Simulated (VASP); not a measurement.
Computed with r2SCAN meta-GGA, VASP's PBE PAW potentials (set 64) (plane waves; VASP 6.6.1).

The input files of a VASP run:

### KPOINTS
```
kpoints
0
Gamma
  16 16 16
```

File KPOINTS_OPT:
```
k-points along high-symmetry lines
10
Line-mode
Reciprocal
  0.000000   0.000000   0.000000 ! GAMMA
  0.500000   0.000000   0.500000 ! X

  0.500000   0.000000   0.500000 ! X
  0.625000   0.250000   0.625000 ! U

  0.375000   0.375000   0.750000 ! K
  0.000000   0.000000   0.000000 ! GAMMA

  0.000000   0.000000   0.000000 ! GAMMA
  0.500000   0.500000   0.500000 ! L

  0.500000   0.500000   0.500000 ! L
  0.500000   0.250000   0.750000 ! W

  0.500000   0.250000   0.750000 ! W
  0.500000   0.000000   0.500000 ! X
```

File POSCAR:
```
HfN
1.0
  0.0000000000   2.2558464479   2.2558464479
  2.2558464479   0.0000000000   2.2558464479
  2.2558464479   2.2558464479   0.0000000000
Hf N
1 1
direct
  0.0000000000   0.0000000000   0.0000000000
  0.5000000000   0.5000000000   0.5000000000
```

**INCAR**
```
SYSTEM = HfN
PREC = Accurate
ENCUT = 520
EDIFF = 1E-7
NELM = 100
ALGO = Normal
LREAL = .FALSE.
LASPH = .TRUE.
ISMEAR = -5
METAGGA = R2SCAN
LMIXTAU = .TRUE.
LMAXMIX = 6
LWAVE = .FALSE.
LCHARG = .FALSE.
LORBIT = 11
NEDOS = 601
ISIF = 2
```

POTCAR, in this order: Hf_pv N (PBE.64 set). Program: vasp_std.

What VASP printed:

### OSZICAR
```
       N       E                     dE             d eps       ncg     rms          rms(c)
DAV:   1     0.381196679768E-01    0.38120E-01   -0.84785E+03  3190   0.133E+03
DAV:   2    -0.628690615774E+02   -0.62907E+02   -0.59621E+02  4240   0.264E+02
DAV:   3    -0.651645409830E+02   -0.22955E+01   -0.22671E+01  4195   0.436E+01
DAV:   4    -0.651873045338E+02   -0.22764E-01   -0.22693E-01  3863   0.406E+00
DAV:   5    -0.651877983805E+02   -0.49385E-03   -0.49463E-03  4217   0.400E-01    0.538E+01
DAV:   6    -0.576311223037E+02    0.75567E+01   -0.10656E+01  3769   0.274E+01    0.387E+01
DAV:   7    -0.589901954361E+02   -0.13591E+01   -0.87978E-01  3812   0.962E+00    0.236E+01
DAV:   8    -0.561188169718E+02    0.28714E+01   -0.63519E-01  3664   0.931E+00    0.863E+00
DAV:   9    -0.581623652543E+02   -0.20435E+01   -0.73721E-01  3640   0.973E+00    0.365E+00
DAV:  10    -0.582565494606E+02   -0.94184E-01   -0.29622E-01  3769   0.501E+00    0.238E+00
DAV:  11    -0.582359538988E+02    0.20596E-01   -0.18864E-02  3568   0.144E+00    0.138E+00
DAV:  12    -0.582353924068E+02    0.56149E-03   -0.12460E-02  3786   0.788E-01    0.447E-01
DAV:  13    -0.582353235421E+02    0.68865E-04   -0.23997E-03  3823   0.437E-01    0.462E-02
DAV:  14    -0.582355826387E+02   -0.25910E-03   -0.26044E-04  3541   0.177E-01    0.408E-02
DAV:  15    -0.582355192287E+02    0.63410E-04   -0.15822E-04  4100   0.129E-01    0.457E-02
DAV:  16    -0.582355302503E+02   -0.11022E-04   -0.61496E-06  3742   0.321E-02    0.523E-02
DAV:  17    -0.582355289286E+02    0.13217E-05   -0.18721E-05  3841   0.427E-02    0.186E-02
DAV:  18    -0.582355812823E+02   -0.52354E-04   -0.56413E-06  3699   0.320E-02    0.222E-02
DAV:  19    -0.582355791744E+02    0.21080E-05   -0.67327E-07  3517   0.828E-03    0.131E-02
DAV:  20    -0.582355821162E+02   -0.29419E-05   -0.10121E-06  3840   0.789E-03    0.227E-03
DAV:  21    -0.582355797346E+02    0.23816E-05   -0.11660E-07  2268   0.430E-03    0.687E-04
DAV:  22    -0.582355806065E+02   -0.87188E-06   -0.93868E-09  1796   0.121E-03    0.328E-04
DAV:  23    -0.582355803204E+02    0.28610E-06   -0.17209E-09  1787   0.512E-04    0.282E-04
DAV:  24    -0.582355804871E+02   -0.16668E-06   -0.39874E-10  1778   0.209E-04    0.581E-05
DAV:  25    -0.582355804141E+02    0.72993E-07   -0.13539E-10  1772   0.148E-04
   1 F= -.58235580E+02 E0= -.58235580E+02  d E =0.000000E+00
       N       E                     dE             ncg
```

**OUTCAR**
```
------------------------ aborting loop because EDIFF is reached ----------------------------------------
  FORCE on cell =-STRESS in cart. coord.  units (eV):
  Direction    XX          YY          ZZ          XY          YZ          ZX
  --------------------------------------------------------------------------------------
  Total       -0.0125415     -0.0125415     -0.0125415     -0.0000000      0.0000000     -0.0000000
  in kB       -0.8751882     -0.8751882     -0.8751882     -0.0000000      0.0000000     -0.0000000
  external PRESSURE =      -0.8751882 kB  Pullay stress =       0.0000000 kB
  volume of cell :       22.96
      direct lattice vectors                 reciprocal lattice vectors
     0.000000000  2.255846448  2.255846448    -0.221646292  0.221646292  0.221646292
     2.255846448  0.000000000  2.255846448     0.221646292 -0.221646292  0.221646292
     2.255846448  2.255846448  0.000000000     0.221646292  0.221646292 -0.221646292
 POSITION                                       TOTAL-FORCE (eV/Angst)
 -----------------------------------------------------------------------------------
      0.00000      0.00000      0.00000        -0.000000      0.000000      0.000000
      2.25585      2.25585      2.25585         0.000000      0.000000      0.000000
 -----------------------------------------------------------------------------------
    total drift:                                0.000000     -0.000000     -0.000000
  FREE ENERGIE OF THE ION-ELECTRON SYSTEM (eV)
  ---------------------------------------------------
  free  energy   TOTEN  =       -58.2355804141 eV

  energy  without entropy=      -58.2355804141  energy(sigma->0) =      -58.23558041

 total charge

# of ion       s       p       d       tot
------------------------------------------
    1        0.293   6.576   1.749   8.619
    2        1.243   2.541   0.000   3.783
--------------------------------------------------
tot          1.536   9.117   1.749  12.402
```
(Selected blocks of OUTCAR.)

For a metal the tetrahedron method with Blöchl corrections gives inexact stress and forces.

The compound is HfN in the rock salt structure. It was relaxed first. The electron count is odd and the run is not spin-polarised, which forces a metal.
